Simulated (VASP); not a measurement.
Level of theory: PBEsol GGA, VASP's PBE PAW potentials (set 64) (plane waves; VASP 6.6.1).

The input files of a VASP run:

### INCAR
```
SYSTEM  =  BAs
PREC  =  Accurate; ENCUT  =  620; LREAL  =  .FALSE.
LASPH  =  .TRUE.
EDIFF  =  1E-6; NELM  =  100; ALGO  =  Normal
LMAXMIX  =  4
ISMEAR  =  0; SIGMA  =  0.05
GGA  =  PS
IBRION  =  2; NSW  =  40; ISIF  =  3
EDIFFG  =  -0.02
LWAVE  =  .FALSE.; LCHARG  =  .FALSE.
```

File KPOINTS:
```
Automatic mesh
0
Gamma
10 10 10
0 0 0
```

POSCAR:
```
BAs
1
    0.0000000000     2.3888033235     2.3888033235
    2.3888033235     0.0000000000     2.3888033235
    2.3888033235     2.3888033235     0.0000000000
B As
1 1
Direct
  0.0000000000   0.0000000000   0.0000000000
  0.2500000000   0.2500000000   0.2500000000
```

POTCAR, in this order: B As (PBE.64 set). Program: vasp_std.

The run wrote:

OSZICAR:
```
       N       E                     dE             d eps       ncg     rms          rms(c)
DAV:   1     0.157539907924E+02    0.15754E+02   -0.44120E+03   752   0.103E+03
DAV:   2    -0.124134629547E+02   -0.28167E+02   -0.26999E+02  1152   0.115E+02
DAV:   3    -0.128115823956E+02   -0.39812E+00   -0.39812E+00   856   0.181E+01
DAV:   4    -0.128122185686E+02   -0.63617E-03   -0.63617E-03  1128   0.758E-01
DAV:   5    -0.128122187193E+02   -0.15065E-06   -0.15065E-06   832   0.882E-03    0.484E+00
DAV:   6    -0.122823806792E+02    0.52984E+00   -0.15770E+00   768   0.639E+00    0.244E+00
DAV:   7    -0.122140716238E+02    0.68309E-01   -0.20052E-01  1056   0.266E+00    0.901E-01
DAV:   8    -0.122047649221E+02    0.93067E-02   -0.20501E-02   816   0.948E-01    0.108E-01
DAV:   9    -0.122048922779E+02   -0.12736E-03   -0.49224E-04   944   0.186E-01    0.583E-02
DAV:  10    -0.122049570229E+02   -0.64745E-04   -0.13454E-04   784   0.793E-02    0.137E-02
DAV:  11    -0.122049595338E+02   -0.25109E-05   -0.39238E-06  1144   0.173E-02    0.121E-02
DAV:  12    -0.122049592012E+02    0.33254E-06   -0.11469E-06   400   0.678E-03
   1 F= -.12204959E+02 E0= -.12204959E+02  d E =-.122050E+02
```

**OUTCAR**
```
------------------------ aborting loop because EDIFF is reached ----------------------------------------
  FORCE on cell =-STRESS in cart. coord.  units (eV):
  Direction    XX          YY          ZZ          XY          YZ          ZX
  --------------------------------------------------------------------------------------
  Total       -0.0001655     -0.0001655     -0.0001655     -0.0000000      0.0000000      0.0000000
  in kB       -0.0097261     -0.0097261     -0.0097261     -0.0000000      0.0000000      0.0000000
  external PRESSURE =      -0.0097261 kB  Pullay stress =       0.0000000 kB
  volume of cell :       27.26
      direct lattice vectors                 reciprocal lattice vectors
     0.000000000  2.388803323  2.388803323    -0.209309823  0.209309823  0.209309823
     2.388803323  0.000000000  2.388803323     0.209309823 -0.209309823  0.209309823
     2.388803323  2.388803323  0.000000000     0.209309823  0.209309823 -0.209309823
  FREE ENERGIE OF THE ION-ELECTRON SYSTEM (eV)
  ---------------------------------------------------
  free  energy   TOTEN  =       -12.2049592012 eV

  energy  without entropy=      -12.2049592012  energy(sigma->0) =      -12.20495920

 reached required accuracy - stopping structural energy minimisation
```
(Selected blocks of OUTCAR.)

OUTCAR:
```
 val. band max:        6.0393154037   @ k =   0.0000   0.0000   0.0000

 cond. band min:       7.1159736454   @ k =   0.4000   0.4000   0.0000


 Fermi energy:         6.2523295011

 k-point     1 :       0.0000    0.0000    0.0000
  band No.  band energies     occupation
      1      -9.3938      2.00000
      2       6.0393      2.00000
      3       6.0393      2.00000
      4       6.0393      2.00000
      5       9.2788      0.00000
      6       9.2788      0.00000
      7       9.2788      0.00000
      8      10.7166      0.00000

 k-point     2 :       0.1000    0.0000    0.0000
  band No.  band energies     occupation
      1      -9.2293      2.00000
      2       4.6340      2.00000
      3       5.7347      2.00000
      4       5.7347      2.00000
      5       9.4235      0.00000
      6       9.6791      0.00000
      7       9.6791      0.00000
      8      11.5858      0.00000

 k-point     3 :       0.2000    0.0000    0.0000
  band No.  band energies     occupation
      1      -8.7439      2.00000
      2       2.2580      2.00000
      3       5.1570      2.00000
      4       5.1570      2.00000
      5       9.2059      0.00000
      6      10.3967      0.00000
      7      10.3967      0.00000
      8      13.1848      0.00000

 k-point     4 :       0.3000    0.0000    0.0000
  band No.  band energies     occupation
      1      -7.9738      2.00000
      2      -0.0417      2.00000
      3       4.6478      2.00000
      4       4.6478      2.00000
      5       8.9340      0.00000
      6      10.7907      0.00000
      7      10.7907      0.00000
      8      14.4056      0.00000

 k-point     5 :       0.4000    0.0000    0.0000
  band No.  band energies     occupation
      1      -7.0510      2.00000
      2      -1.9245      2.00000
      3       4.3216      2.00000
      4       4.3216      2.00000
      5       8.7528      0.00000
      6      10.8072      0.00000
      7      10.8072      0.00000
...
```

The compound is BAs in the zinc blende structure. It was relaxed first.
